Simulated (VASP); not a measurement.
Output of a VASP run:

OSZICAR:
```
       N       E                     dE             d eps       ncg     rms          rms(c)
DAV:   1    -0.333403356245E+03   -0.33340E+03   -0.27307E-05   824   0.115E-02    0.108E-02
RMM:   2    -0.333403350230E+03    0.60152E-05   -0.17566E-05   654   0.618E-03    0.583E-03
RMM:   3    -0.333403351136E+03   -0.90579E-06   -0.44876E-06   535   0.378E-03    0.354E-03
RMM:   4    -0.333403351329E+03   -0.19301E-06   -0.18918E-06   459   0.203E-03
   1 F= -.33340335E+03 E0= -.33339333E+03  d E =-.200453E-01  mag=     1.0000
```

**OUTCAR**
```
------------------------ aborting loop because EDIFF is reached ----------------------------------------
  FORCE on cell =-STRESS in cart. coord.  units (eV):
  Direction    XX          YY          ZZ          XY          YZ          ZX
  --------------------------------------------------------------------------------------
  Total       -2.2427599     -3.6717239     -2.5670479     -2.9954838      3.5635041     -1.1641445
  in kB       -2.7465647     -4.4965255     -3.1436995     -3.6683775      4.3639957     -1.4256534
  external PRESSURE =      -3.4622632 kB  Pullay stress =       0.0000000 kB
  volume of cell :     1308.29
      direct lattice vectors                 reciprocal lattice vectors
    10.937074700  0.000000000  0.000000000     0.091432127  0.000000000  0.000000000
     0.000000000 10.937074700  0.000000000     0.000000000  0.091432127  0.000000000
     0.000000000  0.000000000 10.937074700     0.000000000  0.000000000  0.091432127
 POSITION                                       TOTAL-FORCE (eV/Angst)
 -----------------------------------------------------------------------------------
      5.46604     10.92555     10.92391         0.009267      0.002636      0.005944
      6.84251      1.35902      1.35942        -0.003243     -0.004597     -0.001213
      8.20459      2.72703     10.92732         0.011147     -0.019527     -0.016171
      9.57880      4.08145      1.35970        -0.002337     -0.013487     -0.002380
      8.20480     10.93222      2.73208         0.005024     -0.005917     -0.009570
      9.57944      1.35918      4.09174         0.004195      0.000457      0.001746
      0.00433     10.93408     10.93229        -0.010952      0.008201      0.008610
      1.37802      1.36279      1.36212         0.011391     -0.005657     -0.005469
      2.74808      2.73358      0.00160        -0.001699     -0.002206     -0.000706
      4.12211      4.10113      1.38322        -0.002343      0.006341      0.003382
      5.47206      5.45904     10.93169        -0.004871      0.003798     -0.010519
      6.82150      6.79911      1.39538        -0.006882     -0.005607      0.006159
      8.20776      8.18710      0.00866         0.002483     -0.003022      0.006043
      9.57077      9.56231      1.36713         0.001389     -0.005997      0.004261
      2.75049      0.00660      2.73248        -0.000491     -0.000163     -0.004684
      4.13181      1.39262      4.10138         0.006664      0.009786      0.008952
      5.49618      2.72838      2.71020         0.009290      0.008843     -0.001686
      8.23337      5.44881      2.71129         0.004142     -0.017113     -0.005604
      9.54626      6.80374      4.11701        -0.002670     -0.003506      0.005804
      5.47814      0.00135      5.45730        -0.002023     -0.007127      0.000079
      6.83210      1.39724      6.79945        -0.002195      0.002891     -0.000278
      8.23708      2.72891      5.44534         0.007920      0.009960     -0.009578
      9.55768      4.10622      6.81780        -0.000665      0.002298     -0.008210
      8.20576      0.00925      8.18461        -0.003493      0.006085     -0.001584
      9.57293      1.36431      9.55942         0.010565     -0.003473     -0.004447
      0.01271      5.47847     10.92597        -0.008654     -0.006477      0.002561
      1.38870      6.82161      1.39068        -0.006154     -0.008627      0.000151
      2.73575      8.20525      0.01074         0.013232     -0.005637      0.007038
      4.11724      9.54968      1.39003         0.005870      0.007558     -0.002690
      0.01336      2.72680      2.73112         0.014179     -0.018180     -0.012934
      1.37635      4.09671      4.09646         0.011854      0.006217      0.004513
      2.78400      5.46874      2.78397        -0.003499      0.002497      0.010605
      4.21306      6.72038      4.24693         0.003626     -0.006351     -0.005604
      5.46622      8.15492      2.78832        -0.005945      0.002846      0.012171
      6.84195      9.56174      4.09617        -0.005241     -0.006893      0.007726
      0.01410     10.92612      5.47335        -0.005818      0.002346     -0.009734
      1.38874      1.38973      6.82134        -0.005110      0.001178     -0.008792
      2.78451      2.78437      5.46767        -0.003255      0.016559      0.004172
      4.21305      4.24538      6.72293        -0.001132     -0.005045     -0.002696
      6.69030      6.72026      6.72438         0.001357     -0.004833     -0.005368
      8.14995      8.15480      5.47276        -0.012117      0.007805      0.005590
      9.54785      9.55030      6.82112        -0.002262      0.003937     -0.010936
      2.73714      0.01352      8.20247         0.007290      0.004743     -0.010646
      4.11802      1.38963      9.54879         0.009231     -0.000186      0.003370
      5.46935      2.78625      8.15272        -0.002400      0.013981      0.003308
      6.84205      4.09671      9.56163        -0.008303      0.002415     -0.014293
      8.15356      5.47023      8.15458        -0.011808      0.003657      0.003377
      9.54742      6.82216      9.54927        -0.001254     -0.009173      0.007144
     10.93135      8.18840      2.73058        -0.005872     -0.000332      0.002511
      1.38284      9.55054      4.10231        -0.005561      0.004387      0.002883
      0.00949      5.46335      5.46667         0.011859     -0.002129      0.007376
      1.36640      6.84294      6.83923        -0.004416     -0.000484      0.000708
      2.75698      8.18773      5.47921         0.001228      0.006229      0.015589
      4.10343      9.57761      6.83751        -0.004144      0.009845     -0.004009
      0.00033      2.73418      8.19324         0.002178     -0.005878      0.007428
      1.38368      4.09949      9.55556        -0.004538      0.004040      0.004665
...
```
(Selected blocks of OUTCAR.)

**POSCAR**
```
BSi62
1
   10.9370747000     0.0000000000     0.0000000000
    0.0000000000    10.9370747000     0.0000000000
    0.0000000000     0.0000000000    10.9370747000
Si B
62 1
Direct
  0.4997715107   0.9989460880   0.9987959336
  0.6256253197   0.1242578445   0.1242945610
  0.7501635272   0.2493379054   0.9991085453
  0.8758096611   0.3731752926   0.1243201937
  0.7501823117   0.9995556722   0.2498000870
  0.8758682307   0.1242731390   0.3741168146
  0.0003956454   0.9997263772   0.9995622124
  0.1259956246   0.1246023962   0.1245411240
  0.2512631221   0.2499370918   0.0001463667
  0.3768937255   0.3749749225   0.1264710418
  0.5003217463   0.4991320495   0.9995079054
  0.6237040930   0.6216569013   0.1275829146
  0.7504534009   0.7485636927   0.0007917737
  0.8750761930   0.8743021879   0.1249995002
  0.2514834236   0.0006038757   0.2498368560
  0.3777797378   0.1273299010   0.3749979996
  0.5025272600   0.2494617123   0.2477994109
  0.7527942851   0.4981962165   0.2478992659
  0.8728351290   0.6220804888   0.3764265981
  0.5008781751   0.0001237015   0.4989728256
  0.6246732969   0.1277524938   0.6216885440
  0.7531334693   0.2495100587   0.4978792057
  0.8738786492   0.3754406228   0.6233663722
  0.7502705341   0.0008457271   0.7483360607
  0.8752733985   0.1247418178   0.8740380787
  0.0011617898   0.5009082362   0.9989848873
  0.1269722241   0.6237141999   0.1271531482
  0.2501355153   0.7502231203   0.0009822597
  0.3764479849   0.8731478442   0.1270937157
  0.0012216726   0.2493172674   0.2497116743
  0.1258425710   0.3745708047   0.3745478628
  0.2545472932   0.5000186159   0.2545445843
  0.3852091308   0.6144582686   0.3883061763
  0.4997876631   0.7456217954   0.2549421861
  0.6255736374   0.8742500815   0.3745211819
  0.0012889438   0.9989980324   0.5004399866
  0.1269759041   0.1270660297   0.6236896659
  0.2545935175   0.2545807248   0.4999206811
  0.3852083932   0.3881638352   0.6146918503
  0.6117080375   0.6144477063   0.6148247998
  0.7451675736   0.7456107060   0.5003857589
  0.8729806879   0.8732044363   0.6236696191
  0.2502629094   0.0012357066   0.7499691137
  0.3765194422   0.1270571199   0.8730661515
  0.5000741451   0.2547530061   0.7454203498
  0.6255829474   0.3745706612   0.8742405450
  0.7454975251   0.5001545731   0.7455906090
  0.8729412992   0.6237641951   0.8731102469
  0.9994766908   0.7486829444   0.2496627105
  0.1264359018   0.8732260723   0.3750830302
  0.0008677624   0.4995258272   0.4998291241
  0.1249326648   0.6256642692   0.6253250827
  0.2520761554   0.7486214110   0.5009760463
  0.3751856043   0.8757011439   0.6251679341
  0.0000306240   0.2499915162   0.7491254756
  0.1265126482   0.3748254735   0.8736850355
  0.2517470687   0.5014278406   0.7484389282
  0.3749544801   0.6254249240   0.8753093608
  0.4993219788   0.7484776675   0.7481891179
  0.6249785224   0.8732910867   0.8735599153
  0.9991832913   0.7503283553   0.7500375789
  0.1252725176   0.8749897304   0.8748988694
  0.4721018107   0.5280245943   0.5279605452
```

Problem. Write an INCAR and KPOINTS that could have produced this output.

Solution. One answer among several that fit: the input of the run itself, PBE GGA, plane waves, VASP's PBE PAW potentials (set 64).

### INCAR
```
ALGO=Fast
EDIFF=1E-6
ENCUT=400
GGA=PE
ISMEAR=0
ISPIN=2
ISYM=0
LASPH=.TRUE.
LCHARG=.FALSE.
LHYPERFINE=.TRUE.
LORBIT=11
LREAL=Auto
LWAVE=.TRUE.
MAGMOM=63*0.0159
NELM=100
NELMIN=4
NUPDOWN=1
PREC=Normal
SIGMA=0.05
SYSTEM=BSi62
```

KPOINTS:
```
Automatic mesh
0
Gamma
1 1 1
0 0 0
```

POTCAR, in this order: Si B (PBE.64 set). Program: vasp_gam. Read from the step before: WAVECAR.

At this cut-off the stress carries a Pulay error, which pulls relaxed volumes low.  The supercell is sampled at Γ alone, which is coarse: total energies, pressure and levels can be off, energies of defects by several tenths of an eV.

The cell is a supercell with a defect, built from Si (diamond): B_Si-vac_Si.
